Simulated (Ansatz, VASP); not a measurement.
## Be4Sb2Se in two plane-wave programs

Aim: how closely do two programs agree when they are given the same cell, functional and k mesh? The cell is generated by rule, not measured, and may not be a known phase. The cell is taken from a series of runs on this material, whose earlier steps may have relaxed, scaled, displaced or heated it; both programs get it as it stands.

Method: plane waves, with VASP 6.6.1 beside it; relaxation of cell and atoms at LDA, in Ansatz 0.2.0.

The structure was built from a prototype and need not be the compound's stable phase.

## Step 1: The structure

It takes space group I4/mmm (No. 139, tetragonal). The conventional cell has a = 4.444 Å, b = 4.444 Å, c = 12.373 Å, α = 90.00°, β = 90.00°, γ = 90.00°. Nearest to Be lie 2 Se at 2.22 Å. Nearest to Be lie 1 Se at 2.14 Å and 1 Sb at 2.34 Å. Nearest to Sb lie 1 Be at 2.34 Å. Nearest to Se lie 6 Be at 2.14 to 2.22 Å. Farther neighbours and most contacts between anions are not listed.

As a file:

```cif
data_structure
_symmetry_space_group_name_H-M 'I4/mmm'
_symmetry_Int_Tables_number 139
_cell_length_a 4.4439
_cell_length_b 4.4439
_cell_length_c 12.3732
_cell_angle_alpha 90.000
_cell_angle_beta 90.000
_cell_angle_gamma 90.000
_cell_volume 244.34
loop_
_atom_site_label
_atom_site_type_symbol
_atom_site_symmetry_multiplicity
_atom_site_Wyckoff_symbol
_atom_site_fract_x
_atom_site_fract_y
_atom_site_fract_z
_atom_site_occupancy
Be1 Be 4 c 0.00000 0.50000 0.00000 1
Be2 Be 4 e 0.00000 0.00000 0.32723 1
Sb1 Sb 4 e 0.00000 0.00000 0.13841 1
Se1 Se 2 b 0.50000 0.50000 0.00000 1
```

## Step 2: VASP: relaxation of cell and atoms, LDA

The relaxed volume is the usual yardstick between codes: in a stiff, nearly cubic crystal its relative difference is about their pressure difference at one cell divided by the bulk modulus.

Lines of VASP's logs that name or quote its potential files are left out, and so is its time.

The input, INCAR:

```
SYSTEM = Be4Sb2Se
PREC = Accurate
ENCUT = 600
EDIFF = 1E-07
NELM = 120
ISMEAR = 0
SIGMA = 0.1
LREAL = .FALSE.
ALGO = Normal
GGA = CA
NBANDS = 19
LORBIT = 11
LWAVE = .FALSE.
LCHARG = .FALSE.
ISIF = 3
IBRION = 2
NSW = 80
EDIFFG = -0.005
LASPH = .TRUE.
GGA_COMPAT = .FALSE.
NELMIN = 4
KPAR = 2
```

The input, POSCAR:

```
Be4Sb2Se
1.0
   -2.2219330000      2.2219330000      6.1865790000
    2.2219330000     -2.2219330000      6.1865790000
    2.2219330000      2.2219330000     -6.1865790000
Be Sb Se
4 2 1
Direct
    0.5000000000      0.0000000000      0.5000000000
    0.0000000000      0.5000000000      0.5000000000
    0.3272255959      0.3272255959      0.0000000000
    0.6727744849      0.6727744849      0.0000000000
    0.1384099354      0.1384099354      0.0000000000
    0.8615900646      0.8615900646      0.0000000000
    0.5000000000      0.5000000000      0.0000000000
```

The input, KPOINTS:

```
Automatic mesh
0
Gamma
12 12 12
0 0 0
```

The projector-augmented-wave data sets are Be, Sb and Se (LDA family, release 64).

Command:

```sh
> mpirun -np 2 vasp_std
```

Numbers of over 12 decimals in the logs are rounded to 6 here.

The log of the run:

```text
[banner, memory and clock lines left out]
running    2 mpi-ranks, on    1 nodes
 distrk:  each k-point on    1 cores,    2 groups
 distr:  one band on    1 cores,    1 groups

 POSCAR found type information on POSCAR BeSbSe
 POSCAR found :  3 types and       7 ions
 LDA part: xc-table for (Slater(with rela. corr.)+CA(PZ))
 , standard interpolation
 POSCAR, INCAR and KPOINTS ok, starting setup
 FFT: planning ... GRIDC
 FFT: planning ... GRID_SOFT
 FFT: planning ... GRID
 WAVECAR not read
 entering main loop
       N       E                     dE             d eps       ncg     rms          rms(c)
DAV:   1     0.101912301932E+03    0.10191E+03   -0.95149E+03  6194   0.116E+03
DAV:   2    -0.168485560414E+02   -0.11876E+03   -0.11555E+03  7715   0.175E+02
DAV:   3    -0.266130608835E+02   -0.97645E+01   -0.95689E+01  7868   0.546E+01
DAV:   4    -0.267949393520E+02   -0.18188E+00   -0.18130E+00  7985   0.758E+00
DAV:   5    -0.267969269733E+02   -0.19876E-02   -0.19872E-02  8031   0.872E-01    0.744E+00
DAV:   6    -0.266165258454E+02    0.18040E+00   -0.19658E-01  8217   0.177E+00    0.448E+00
DAV:   7    -0.265609240356E+02    0.55602E-01   -0.15654E-01  6994   0.180E+00    0.525E-01
DAV:   8    -0.265600504343E+02    0.87360E-03   -0.10490E-02  7295   0.536E-01    0.164E-01
DAV:   9    -0.265597333517E+02    0.31708E-03   -0.20738E-03  7654   0.200E-01    0.613E-02
DAV:  10    -0.265597273146E+02    0.60371E-05   -0.11913E-04  7505   0.588E-02    0.254E-02
DAV:  11    -0.265597290107E+02   -0.16961E-05   -0.19442E-05  7289   0.219E-02    0.650E-03
DAV:  12    -0.265597287150E+02    0.29574E-06   -0.16036E-06  7596   0.682E-03    0.380E-03
DAV:  13    -0.265597287171E+02   -0.21329E-08   -0.70483E-07  7157   0.385E-03
   1 F= -.26559729E+02 E0= -.26556236E+02  d E =-.265597E+02
[...]
2 F= -.26561432E+02 E0= -.26557911E+02  d E =-.170299E-02
[...]
3 F= -.26561561E+02 E0= -.26558049E+02  d E =-.183220E-02
[...]
4 F= -.26561577E+02 E0= -.26558066E+02  d E =-.157546E-04
[...]
5 F= -.26561585E+02 E0= -.26558076E+02  d E =-.237969E-04
[...]
6 F= -.26561582E+02 E0= -.26558075E+02  d E =-.206896E-04
[...]
7 F= -.26561587E+02 E0= -.26558079E+02  d E =-.256198E-04
 curvature:  -0.36 expect dE=-0.477E-05 dE for cont linesearch -0.550E-09
 trial: gam= 0.67834 g(F)=  0.568E-05 g(S)=  0.758E-05 ort =-0.174E-06 (trialstep = 0.113E+01)
 search vector abs. value=  0.222E-04
 bond charge predicted
       N       E                     dE             d eps       ncg     rms          rms(c)
DAV:   1    -0.265616038552E+02   -0.17308E-04   -0.37728E-04  6410   0.990E-02    0.125E-02
DAV:   2    -0.265615995220E+02    0.43331E-05   -0.18793E-05  7519   0.222E-02    0.556E-03
DAV:   3    -0.265615983664E+02    0.11556E-05   -0.32745E-06  7536   0.776E-03    0.191E-03
DAV:   4    -0.265615982275E+02    0.13890E-06   -0.31951E-07  6256   0.273E-03    0.889E-04
DAV:   5    -0.265615982171E+02    0.10349E-07   -0.40246E-08  3493   0.113E-03
   8 F= -.26561598E+02 E0= -.26558097E+02  d E =-.116846E-04
 trial-energy change:   -0.000012  1 .order   -0.000011   -0.000015   -0.000008
 step:   2.4462(harm=  2.4462)  dis= 0.00111  next Energy=   -26.561603 (dE=-0.161E-04)
 reached required accuracy - stopping structural energy minimisation
```

OUTCAR, selected parts (step 2):

```text
ion  position               nearest neighbor table
   1  0.500  0.000  0.500-   7 2.22   7 2.22   5 2.81   5 2.81   6 2.81   6 2.81
   2  0.000  0.500  0.500-   7 2.22   7 2.22   5 2.81   5 2.81   6 2.81   6 2.81
   3  0.327  0.327  0.000-   7 2.14   5 2.34
   4  0.673  0.673  0.000-   7 2.14   6 2.34
   5  0.138  0.138  0.000-   3 2.34   2 2.81   1 2.81   2 2.81   1 2.81   6 3.43
   6  0.862  0.862  0.000-   4 2.34   2 2.81   1 2.81   1 2.81   2 2.81   5 3.43
   7  0.500  0.500  0.000-   3 2.14   4 2.14   1 2.22   2 2.22   1 2.22   2 2.22

  LATTYP: Found a body centered tetragonal cell.
 ALAT       =     4.4438660000
 C/A-ratio  =     2.7843229296

 Subroutine GETGRP returns: Found 16 space group operations
 (whereof 16 operations were pure point group operations)

The static configuration has the point symmetry D_4h.

 Found    163 irreducible k-points:

   k-points           NKPTS =    163   k-points in BZ     NKDIM =    163   number of bands    NBANDS=     19

   dimension x,y,z NGX =    56 NGY =   56 NGZ =   56
   dimension x,y,z NGXF=   112 NGYF=  112 NGZF=  112

   ENCUT  =  600.0 eV  44.10 Ry    6.64 a.u.  13.86 13.86 13.86*2*pi/ulx,y,z

   NELECT =      24.0000    total number of electrons

 k-points in reciprocal lattice and weights: Automatic mesh
   0.00000000  0.00000000  0.00000000       0.001
   0.08333333  0.00000000  0.00000000       0.005
   0.16666667  0.00000000 -0.00000000       0.005
   0.25000000  0.00000000  0.00000000       0.005
   0.33333333  0.00000000  0.00000000       0.005
   0.41666667  0.00000000 -0.00000000       0.005
   0.50000000  0.00000000  0.00000000       0.002
   0.08333333  0.08333333  0.00000000       0.005
   0.16666667  0.08333333  0.00000000       0.009
[...]
-0.41666667 -0.41666667  0.41666667       0.001
   0.50000000  0.50000000  0.50000000       0.001

 average (electrostatic) potential at core
       1 -32.3194       2 -32.3194       3 -32.5373       4 -32.5373       5 -86.8557
       6 -86.8557       7 -59.5462

 E-fermi :   6.0517

 k-point     1 :       0.0000    0.0000    0.0000
  band No.  band energies     occupation
    ...
      9       4.0765      2.00000
     10       5.2789      2.00000
     11       5.3045      2.00000
     12       5.8724      1.98878
     13       5.8724      1.98878
     14       7.4418      0.00000
     15       8.0917      0.00000
     16       9.3703      0.00000
     17       9.7832      0.00000
     18       9.7832      0.00000
    ...

 k-point     2 :       0.0833    0.0000    0.0000
  band No.  band energies     occupation
    ...
      9       4.1368      2.00000
     10       5.1677      2.00000
     11       5.2497      2.00000
     12       5.7324      1.99999
     13       5.8491      1.99584
     14       7.6748      0.00000
     15       8.1207      0.00000
     16       9.4539      0.00000
     17       9.6039      0.00000
     18       9.6694      0.00000
    ...

 k-point     3 :       0.1667    0.0000   -0.0000
  band No.  band energies     occupation
    ...
      8       3.9806      2.00000
      9       4.3067      2.00000
     10       4.6798      2.00000
     11       5.1407      2.00000
     12       5.3873      2.00000
     13       6.1097      0.41220
     14       8.0069      0.00000
     15       8.2706      0.00000
     16       9.1510      0.00000
     17       9.4714      0.00000
    ...

  Total       -0.0134425     -0.0134425      0.0116625      0.0000000      0.0000000      0.0000000
  in kB       -0.1750445     -0.1750445      0.1518665      0.0000000      0.0000000      0.0000000
  external PRESSURE =      -0.0660742 kB  Pullay stress =       0.0000000 kB

  energy-cutoff  :      600.00
  volume of cell :      123.04
      direct lattice vectors                 reciprocal lattice vectors
    -2.225438839  2.225438839  6.210845943     0.000000000  0.224674788  0.080504331
     2.225438839 -2.225438839  6.210845943     0.224674788  0.000000000  0.080504331
     2.225438839  2.225438839 -6.210845943     0.224674788  0.224674788  0.000000000

 POSITION                                       TOTAL-FORCE (eV/Angst)
 -----------------------------------------------------------------------------------
      0.00000      2.22544      0.00000         0.000000      0.000000      0.000000
      2.22544      0.00000      0.00000         0.000000      0.000000      0.000000
      2.22544      2.22544     -2.14395         0.000000      0.000000      0.002579
      2.22544      2.22544      2.14395        -0.000000     -0.000000     -0.002579
      2.22544      2.22544     -4.49018         0.000000      0.000000     -0.000917
      0.00000      0.00000     10.70102        -0.000000     -0.000000      0.000917
      2.22544      2.22544      0.00000        -0.000000     -0.000000      0.000000
 -----------------------------------------------------------------------------------
    total drift:                                0.000000      0.000000      0.000049

  FREE ENERGIE OF THE ION-ELECTRON SYSTEM (eV)
  ---------------------------------------------------
  free  energy   TOTEN  =       -26.5615982171 eV

  energy  without entropy=      -26.5545963523  energy(sigma->0) =      -26.55809728

 reached required accuracy - stopping structural energy minimisation

 total charge
# of ion       s       p       d       tot
------------------------------------------
    1        0.364   0.495   0.000   0.860
    2        0.364   0.495   0.000   0.860
    3        0.399   0.427   0.000   0.826
    4        0.399   0.427   0.000   0.826
    5        1.157   1.318   0.031   2.505
    6        1.157   1.318   0.031   2.505
    7        1.452   2.577   0.099   4.128
--------------------------------------------------
tot          5.293   7.057   0.160  12.510

[... 3 further parts left out ...]
```

The run keeps the 16 symmetry operations of its start, so it cannot find a distortion of lower symmetry.

[end of part 1 of 2]

[Lines on the potential files, build, host, timing and source positions are cut from VASP's logs without a mark.]

[Logs are printed without paths, hosts, clocks, repeated set-up lines and the standing remarks that a program may print on its own settings, such as how far it seeks lower states.]

[Hosts, paths, dates, database ids (printed as entryN), source tags and the programs' standing remarks are cut or masked in the printed files.]
